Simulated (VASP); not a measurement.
Level of theory: HSE06 screened hybrid, VASP's PBE PAW potentials (set 64) (plane waves; VASP 6.6.1).

A VASP calculation is set up with these files.

INCAR:
```
SYSTEM = Al35GeN35
PREC = Normal; ENCUT = 400; LREAL = Auto
LASPH = .TRUE.; ISYM = 0; NELECT = 285.0
EDIFF = 1E-5; NELM = 50; NELMIN = 4
ALGO = Normal; LMAXMIX = 4
ISMEAR = 0; SIGMA = 0.05
GGA = PE; LHFCALC = .TRUE.; AEXX = 0.25
HFSCREEN = 0.2; PRECFOCK = Fast
ISPIN = 2; MAGMOM = 71*0.0141; NUPDOWN = 1
ISIF = 0
LWAVE = .FALSE.; LCHARG = .FALSE.; LORBIT = 10
```

### POSCAR
```
Al35GeN35
1
    4.6932676572    -8.1289780179     0.0000000000
    4.6932676572     8.1289780179     0.0000000000
    0.0000000000     0.0000000000    10.0192026156
Al N Ge
35 35 1
Direct
  0.2212461141   0.1131487265   0.2499199511
  0.1112824963   0.2221259053   0.9953569377
  0.2232964516   0.1119875828   0.7478593857
  0.1073524447   0.2407000799   0.4957883937
  0.2146522693   0.4403823062   0.2506114595
  0.1113688102   0.5557862985   0.9955010246
  0.2256543149   0.4461646917   0.7454185315
  0.1065944380   0.5333495426   0.4959692758
  0.2211606658   0.7745537456   0.2499430171
  0.1123983662   0.8894821060   0.0005678652
  0.2232325138   0.7780121674   0.7479051320
  0.1122528073   0.8895239206   0.4987628826
  0.5545074585   0.1103281849   0.2510301970
  0.4444531726   0.2211520227   0.0009651697
  0.5560751320   0.1112478634   0.7491245093
  0.4433103134   0.2231789878   0.4997412280
  0.5536389346   0.4452386680   0.2481579756
  0.4445721269   0.5554520562   0.9953685228
  0.5611845895   0.4448894797   0.7547877844
  0.5533132990   0.7743454187   0.2483569837
  0.4444358549   0.8897187661   0.0010724371
  0.5610729500   0.7827395932   0.7547911458
  0.4431102994   0.8860419472   0.4998536360
  0.8887359962   0.1107910159   0.2497048675
  0.7777720947   0.2221252237   0.9994162004
  0.8908991680   0.1127165612   0.7484399921
  0.7771388409   0.2217225682   0.4984639252
  0.8887611596   0.4444224593   0.2495782058
  0.7792900406   0.5556483813   0.0012355860
  0.8909305507   0.4447683535   0.7486405664
  0.7790958974   0.5575917500   0.5009371320
  0.8892314640   0.7778746830   0.2503053764
  0.7792133923   0.8901246312   0.0012975287
  0.8910214068   0.7789029241   0.7504065422
  0.7787301967   0.8876509063   0.5008898691
  0.2209325872   0.1181604831   0.4413092039
  0.1076696827   0.2173198750   0.1842160756
  0.2234955478   0.1105433835   0.9396036571
  0.1121347802   0.2219379688   0.6918048188
  0.1078870221   0.5568594257   0.1844158389
  0.2218425937   0.4442152560   0.9384343900
  0.1120898838   0.5568672885   0.6917995107
  0.2206959730   0.7692567684   0.4414105391
  0.1120944080   0.8893129393   0.1926298377
  0.2234816177   0.7795323992   0.9396295128
  0.1127320416   0.8897187361   0.6898892613
  0.5521678052   0.1090335821   0.4419873307
  0.4439553674   0.2215126124   0.1919581617
  0.5555805049   0.1109949325   0.9408688321
  0.4465036077   0.2238920610   0.6911391444
  0.5593122566   0.4445372986   0.4400436915
  0.4421788749   0.5541590604   0.1867468856
  0.5579711881   0.4424171888   0.9450127449
  0.4571852424   0.5617784154   0.7121798948
  0.5583354856   0.7797706053   0.4402933310
  0.4438693906   0.8886523684   0.1920212483
  0.5579310226   0.7819113162   0.9451076947
  0.4463543722   0.8890494636   0.6912121648
  0.8820096727   0.1046882425   0.4398944314
  0.7764729552   0.2214587935   0.1907835007
  0.8879150065   0.1108139009   0.9396080899
  0.7777904332   0.2222226282   0.6903913817
  0.8818945328   0.4436582007   0.4397980353
  0.7774269075   0.5560696346   0.1914880483
  0.8880432133   0.4436089282   0.9397116907
  0.7809137098   0.5570056966   0.6920378289
  0.8904749687   0.7784439793   0.4414384918
  0.7772233787   0.8877453935   0.1916287381
  0.8899353951   0.7782880483   0.9419480987
  0.7807086243   0.8904193007   0.6919771401
  0.4209229156   0.5425313061   0.5032885165
```

File KPOINTS:
```
Automatic
0
gamma
 1 1 1
```

POTCAR, in this order: Al N Ge (PBE.64 set). Program: vasp_gam. Read from the step before: WAVECAR.

The run wrote:

File OSZICAR:
```
       N       E                     dE             d eps       ncg     rms          rms(c)
DAV:   1    -0.599200498395E+03   -0.59920E+03   -0.17726E+01   856   0.859E+00    0.482E+01
DAV:   2    -0.599330639281E+03   -0.13014E+00   -0.45877E-01   832   0.154E+00    0.341E+01
DAV:   3    -0.599311820756E+03    0.18819E-01   -0.11114E-02   856   0.273E-01    0.211E+01
DAV:   4    -0.599303950840E+03    0.78699E-02   -0.43341E-03   808   0.135E-01    0.125E+01
DAV:   5    -0.599301489102E+03    0.24617E-02   -0.92088E-04   800   0.641E-02    0.730E+00
DAV:   6    -0.599300640394E+03    0.84871E-03   -0.28014E-04   808   0.429E-02    0.422E+00
DAV:   7    -0.599300367060E+03    0.27333E-03   -0.98319E-05   792   0.258E-02    0.243E+00
DAV:   8    -0.599300280574E+03    0.86486E-04   -0.25721E-05   528   0.150E-02    0.142E+00
DAV:   9    -0.599300255294E+03    0.25281E-04   -0.17468E-05   408   0.122E-02    0.813E-01
DAV:  10    -0.599300250176E+03    0.51178E-05   -0.62118E-06   428   0.657E-03
   1 F= -.59930025E+03 E0= -.59930025E+03  d E =-.234345E-12  mag=     1.0000
```

**OUTCAR**
```
------------------------ aborting loop because EDIFF is reached ----------------------------------------
  volume of cell :      764.49
      direct lattice vectors                 reciprocal lattice vectors
     4.693267657 -8.128978018  0.000000000     0.106535582 -0.061508347  0.000000000
     4.693267657  8.128978018  0.000000000     0.106535582  0.061508347  0.000000000
     0.000000000  0.000000000 10.019202616     0.000000000  0.000000000  0.099808342
  FREE ENERGIE OF THE ION-ELECTRON SYSTEM (eV)
  ---------------------------------------------------
  free  energy   TOTEN  =      -599.3002501760 eV

  energy  without entropy=     -599.3002501760  energy(sigma->0) =     -599.30025018

  exchange ACFDT corr.  =         0.00000000  see jH, gK, PRB 81, 115126

 total charge

# of ion       s       p       d       tot
------------------------------------------
    1        0.413   0.448   0.000   0.861
    2        0.414   0.454   0.000   0.868
    3        0.414   0.451   0.000   0.865
    4        0.416   0.391   0.000   0.807
    5        0.436   0.419   0.000   0.855
    6        0.414   0.454   0.000   0.868
    7        0.407   0.444   0.000   0.851
    8        0.418   0.393   0.000   0.811
    9        0.413   0.449   0.000   0.861
   10        0.413   0.448   0.000   0.860
   11        0.414   0.451   0.000   0.865
   12        0.412   0.431   0.000   0.843
   13        0.414   0.450   0.000   0.864
   14        0.414   0.454   0.000   0.868
   15        0.414   0.450   0.000   0.864
   16        0.413   0.448   0.000   0.861
   17        0.412   0.445   0.000   0.857
   18        0.409   0.444   0.000   0.853
   19        0.417   0.463   0.000   0.880
   20        0.412   0.445   0.000   0.856
   21        0.414   0.453   0.000   0.868
   22        0.416   0.463   0.000   0.879
   23        0.413   0.448   0.000   0.861
   24        0.412   0.448   0.000   0.860
   25        0.413   0.449   0.000   0.863
   26        0.414   0.453   0.000   0.867
   27        0.411   0.445   0.000   0.856
   28        0.412   0.448   0.000   0.860
   29        0.414   0.453   0.000   0.868
   30        0.414   0.454   0.000   0.868
   31        0.419   0.458   0.000   0.877
   32        0.413   0.450   0.000   0.863
   33        0.414   0.454   0.000   0.868
   34        0.413   0.449   0.000   0.862
   35        0.419   0.456   0.000   0.875
   36        1.232   2.546   0.000   3.778
   37        1.235   2.593   0.000   3.828
   38        1.229   2.596   0.000   3.826
   39        1.236   2.582   0.000   3.818
   40        1.235   2.593   0.000   3.828
   41        1.229   2.599   0.000   3.828
   42        1.236   2.582   0.000   3.818
   43        1.232   2.546   0.000   3.778
   44        1.228   2.591   0.000   3.820
   45        1.229   2.597   0.000   3.826
   46        1.229   2.599   0.000   3.828
   47        1.228   2.594   0.000   3.823
   48        1.229   2.599   0.000   3.828
   49        1.229   2.599   0.000   3.828
   50        1.228   2.596   0.000   3.825
   51        1.237   2.552   0.000   3.789
   52        1.234   2.579   0.000   3.813
   53        1.231   2.607   0.000   3.838
   54        1.249   2.567   0.000   3.817
   55        1.237   2.549   0.000   3.786
   56        1.229   2.599   0.000   3.828
   57        1.231   2.607   0.000   3.838
   58        1.228   2.597   0.000   3.825
   59        1.233   2.599   0.000   3.832
   60        1.228   2.594   0.000   3.823
   61        1.229   2.600   0.000   3.829
   62        1.229   2.597   0.000   3.826
   63        1.233   2.601   0.000   3.834
   64        1.229   2.600   0.000   3.829
   65        1.229   2.600   0.000   3.829
   66        1.229   2.603   0.000   3.833
   67        1.229   2.605   0.000   3.835
   68        1.229   2.599   0.000   3.828
   69        1.228   2.595   0.000   3.823
   70        1.229   2.604   0.000   3.833
   71        1.219   1.052   0.148   2.419
--------------------------------------------------
tot         58.815 107.333   0.148 166.297

 magnetization (x)

# of ion       s       p       d       tot
------------------------------------------
    1       -0.000  -0.000   0.000  -0.000
    2        0.000   0.001   0.000   0.001
    3        0.002   0.003   0.000   0.004
    4        0.014   0.027   0.000   0.041
    5        0.025   0.026   0.000   0.051
    6        0.000   0.001   0.000   0.001
    7       -0.001   0.001   0.000  -0.000
    8        0.014   0.028   0.000   0.042
    9       -0.000  -0.000   0.000  -0.000
   10        0.000   0.000   0.000   0.000
   11        0.002   0.003   0.000   0.004
   12       -0.000  -0.000   0.000  -0.000
   13        0.000   0.000   0.000   0.000
   14        0.000   0.000   0.000   0.000
...
```
(Selected blocks of OUTCAR.)

The cell is charged, with a uniform compensating background. The supercell is sampled at Γ alone, which is coarse: total energies, pressure and levels can be off, energies of defects by several tenths of an eV.

The cell is a supercell with a defect, built from AlN (wurtzite): Ge_Al-vac_N, charge -1. The cell's shape comes from a PBE relaxation.
